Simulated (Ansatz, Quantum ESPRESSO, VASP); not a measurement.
## CaPt₅ (P1, 6 atoms in the cell) computed with different codes at matched settings

Self-consistent single point, at a second geometry (lattice scaled by 0.98). First geometry:

```xyz
6
Lattice="5.3557 0.0000 0.0000 -2.6778 4.6381 0.0000 0.0000 0.0000 4.3944" Properties=species:S:1:pos:R:3 pbc="T T T"
Ca    -0.0009     0.0044     0.0529
Pt    -0.0661     3.1980     0.1403
Pt     2.7096     1.5610    -0.2224
Pt     2.6955    -0.0034     2.1937
Pt     1.2857     2.3270     2.2825
Pt    -1.2681     2.1892     2.1446
```

Shared settings, as Ansatz (a quantum-chemistry and plane-wave program) writes them: kpoints.mp_grid.grid = 4 4 4; scf.occupations.method = gaussian; scf.occupations.width = 0.0073 Ry. Potentials and cutoffs stand in the table.

| code | model | ΔF from the first geometry (meV/atom) | pressure (GPa) | largest force (eV/Å) | cutoff |
|---|---|---|---|---|---|
| Ansatz | LDA (PW92), PAW files made with PBE | 26.3 | 10.86 | 5.260 | 30.9 Ry |
| Quantum ESPRESSO | LDA (PZ), GBRV 1.5 ultrasoft (LDA) pseudopotentials | 25.6 | 10.04 | 5.287 | 40 Ry |
| VASP | LDA (PZ), VASP's LDA PAW potentials (set 64) | 30.5 | 10.99 | 5.277 | 300 eV |

For Quantum ESPRESSO (by 0.7 GPa) and VASP (by 0.6 GPa) the energy change implies a higher mean pressure, against the two pressures, than for the other programs: a sign of finite-basis (Pulay) stress.

Size of the force on each atom (eV/Å): Sizes of forces hide their directions.

```json
[
 {"code": "Ansatz", "Ca1": "0.145", "Pt2": "3.400", "Pt3": "5.260", "Pt4": "0.725", "Pt5": "2.015", "Pt6": "1.188"},
 {"code": "Quantum ESPRESSO", "Ca1": "0.145", "Pt2": "3.417", "Pt3": "5.287", "Pt4": "0.725", "Pt5": "2.020", "Pt6": "1.188"},
 {"code": "VASP", "Ca1": "0.147", "Pt2": "3.407", "Pt3": "5.277", "Pt4": "0.728", "Pt5": "2.029", "Pt6": "1.186"}
]
```

On Ansatz's run: spin-orbit coupling is off. Spin polarisation is off.

The spread over the programs that give each value: ΔF from the first geometry within 4.9 meV/atom; pressure within 0.95 GPa; largest force within 0.027 eV/Å.

Ansatz's pressure is given at a fixed set of plane waves, as the other plane-wave codes print theirs; with its correction for the finite basis it is 10.91 GPa. The same LDA comes in different parametrisations, which differ slightly.

The shared mesh is coarse (it stands for a supercell whose shortest vector is 17 Å), so the values are not converged in it.

VASP's run is marked for a possible Pulay error in its stress at this cutoff; no cutoff test was made.

The starting cell comes from a database of computed structures (which also holds hypothetical and non-ambient phases and stackings), without a prior relaxation at this level. Its atoms were displaced at random from the sites of space group no. 191. For this run, on top of that: lattice scaled by 0.98.

Left out of this page: GPAW, CP2K and SIESTA (not drawn, or without a comparable value).

Keys are those of Ansatz 0.2.
